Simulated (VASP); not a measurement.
Output of a VASP run:

OSZICAR:
```
...
DAV:   9    -0.692918826622E+01    0.40960E-02   -0.14258E-02   932   0.358E+00    0.242E-01
DAV:  10    -0.692918933620E+01   -0.10700E-05   -0.64662E-04   873   0.186E-01    0.179E-01
DAV:  11    -0.692901304123E+01    0.17629E-03   -0.14939E-03   943   0.125E+00    0.382E-02
DAV:  12    -0.692900922793E+01    0.38133E-05   -0.19994E-04  1082   0.263E-01    0.421E-02
DAV:  13    -0.692900874547E+01    0.48246E-06   -0.29095E-06   796   0.141E-02
   1 F= -.69290087E+01 E0= -.69290087E+01  d E =-.692901E+01
       N       E                     dE             d eps       ncg     rms          rms(c)
DAV:   1    -0.116596356070E+02   -0.47306E+01   -0.59040E+01   754   0.182E+02    0.217E+01
DAV:   2    -0.129500204317E+02   -0.12904E+01   -0.98813E+01   754   0.287E+02    0.122E+01
DAV:   3    -0.730105347263E+01    0.56490E+01   -0.18560E+01   894   0.124E+02    0.399E+00
DAV:   4    -0.702446745837E+01    0.27659E+00   -0.35425E+00  1062   0.618E+01    0.244E+00
DAV:   5    -0.703574206350E+01   -0.11275E-01   -0.10373E+00   984   0.276E+01    0.200E+00
DAV:   6    -0.702665887063E+01    0.90832E-02   -0.25472E-02  1196   0.301E+00    0.170E+00
DAV:   7    -0.700475495859E+01    0.21904E-01   -0.14608E-01   859   0.129E+01    0.812E-01
DAV:   8    -0.700382922082E+01    0.92574E-03   -0.78462E-03  1165   0.206E+00    0.387E-01
DAV:   9    -0.700371058559E+01    0.11864E-03   -0.43197E-04  1161   0.270E-01    0.276E-01
DAV:  10    -0.700359366655E+01    0.11692E-03   -0.22957E-04  1171   0.319E-01    0.837E-02
DAV:  11    -0.700357453008E+01    0.19136E-04   -0.12611E-04  1122   0.345E-01    0.375E-02
DAV:  12    -0.700357553711E+01   -0.10070E-05   -0.96087E-06  1140   0.496E-02    0.296E-02
DAV:  13    -0.700357541648E+01    0.12062E-06   -0.52246E-07   422   0.131E-02
   2 F= -.70035754E+01 E0= -.70035754E+01  d E =-.745667E-01
       N       E                     dE             d eps       ncg     rms          rms(c)
DAV:   1    -0.710185366115E+01   -0.98278E-01   -0.15800E+00   754   0.328E+01    0.234E+00
DAV:   2    -0.704081888482E+01    0.61035E-01   -0.86961E-01   789   0.329E+01    0.920E-01
DAV:   3    -0.701118025747E+01    0.29639E-01   -0.17592E-01   759   0.142E+01    0.446E-01
DAV:   4    -0.700763356990E+01    0.35467E-02   -0.11151E-02  1101   0.163E+00    0.139E-01
DAV:   5    -0.700750336737E+01    0.13020E-03   -0.22848E-04  1101   0.239E-01    0.110E-01
DAV:   6    -0.700738259517E+01    0.12077E-03   -0.96305E-05  1217   0.319E-01    0.114E-02
DAV:   7    -0.700738353319E+01   -0.93803E-06   -0.35376E-05   764   0.396E-02    0.147E-02
DAV:   8    -0.700738381266E+01   -0.27947E-06   -0.68920E-07   492   0.926E-03
   3 F= -.70073838E+01 E0= -.70073838E+01  d E =-.783751E-01
       N       E                     dE             d eps       ncg     rms          rms(c)
DAV:   1    -0.700900161921E+01   -0.16181E-02   -0.25888E-02   754   0.417E+00    0.311E-01
DAV:   2    -0.700806135143E+01    0.94027E-03   -0.16361E-02   774   0.427E+00    0.133E-01
DAV:   3    -0.700745754708E+01    0.60380E-03   -0.33474E-03   759   0.202E+00    0.540E-02
DAV:   4    -0.700740531932E+01    0.52228E-04   -0.17454E-04   869   0.127E-01    0.188E-02
DAV:   5    -0.700740188181E+01    0.34375E-05   -0.73443E-06  1010   0.770E-02    0.151E-02
DAV:   6    -0.700740014009E+01    0.17417E-05   -0.13754E-06   540   0.209E-02    0.457E-03
DAV:   7    -0.700740001760E+01    0.12248E-06   -0.81358E-07   422   0.175E-02
   4 F= -.70074000E+01 E0= -.70074000E+01  d E =-.783913E-01
```

**OUTCAR**
```
------------------------ aborting loop because EDIFF is reached ----------------------------------------
  FORCE on cell =-STRESS in cart. coord.  units (eV):
  Direction    XX          YY          ZZ          XY          YZ          ZX
  --------------------------------------------------------------------------------------
  Total       -0.0140925     -0.0140925     -0.0140925     -0.0000000      0.0000000      0.0000000
  in kB       -0.4478921     -0.4478921     -0.4478921     -0.0000000      0.0000000      0.0000000
  external PRESSURE =      -0.4478921 kB  Pullay stress =       0.0000000 kB
  volume of cell :       50.41
      direct lattice vectors                 reciprocal lattice vectors
    -0.000000000  2.932004552  2.932004552    -0.170531795  0.170531795  0.170531795
     2.932004552 -0.000000000  2.932004552     0.170531795 -0.170531795  0.170531795
     2.932004552  2.932004552 -0.000000000     0.170531795  0.170531795 -0.170531795
  FREE ENERGIE OF THE ION-ELECTRON SYSTEM (eV)
  ---------------------------------------------------
  free  energy   TOTEN  =        -7.0074000176 eV

  energy  without entropy=       -7.0074000176  energy(sigma->0) =       -7.00740002

 reached required accuracy - stopping structural energy minimisation
```
(Selected blocks of OUTCAR.)

### POSCAR
```
CuI
1
    0.0000000000     3.0250000000     3.0250000000
    3.0250000000     0.0000000000     3.0250000000
    3.0250000000     3.0250000000     0.0000000000
Cu I
1 1
Direct
  0.0000000000   0.0000000000   0.0000000000
  0.2500000000   0.2500000000   0.2500000000
```

Q: Write an INCAR and KPOINTS that could have produced this output.

A: One answer among several that fit: the input of the run itself, LDA (Ceperley-Alder, Perdew-Zunger), plane waves, VASP's LDA PAW potentials (set 64).

File KPOINTS:
```
Automatic
0
G
8 8 8
0 0 0
```

**INCAR**
```
ALGO  =  Normal   # blocked Davidson
LWAVE  =  .FALSE.
EDIFF  =  1E-6   # SCF stop (eV)
PREC  =  Accurate
ISMEAR  =  -1
SYSTEM  =  CuI
ISIF  =  3
ENCUT  =  300   # plane-wave cut-off (eV)
LCHARG  =  .FALSE.
LREAL  =  .FALSE.   # projection in real space or not
SIGMA  =  0.02   # width (eV)
NELM  =  100   # most electronic steps
LASPH  =  .TRUE.   # aspherical one-centre terms
NSW  =  50   # most ionic steps
IBRION  =  2   # conjugate gradients
EDIFFG  =  -0.01   # ionic stop
LMAXMIX  =  4
```

POTCAR, in this order: Cu I (LDA.64 set). Program: vasp_std.

At this cut-off the stress carries a Pulay error, which pulls relaxed volumes low. Energy and stress use the plane-wave basis of the starting cell.

The structure is a typed CuI crystal (F-43m). This run relaxes it. Symmetry was kept, so distortions that lower it aren't found. The run is one of a series of settings (EDIFFG = -0.01, IBRION = 2, ISIF = 3, NSW = 50 against the base run), some of them coarse on purpose.
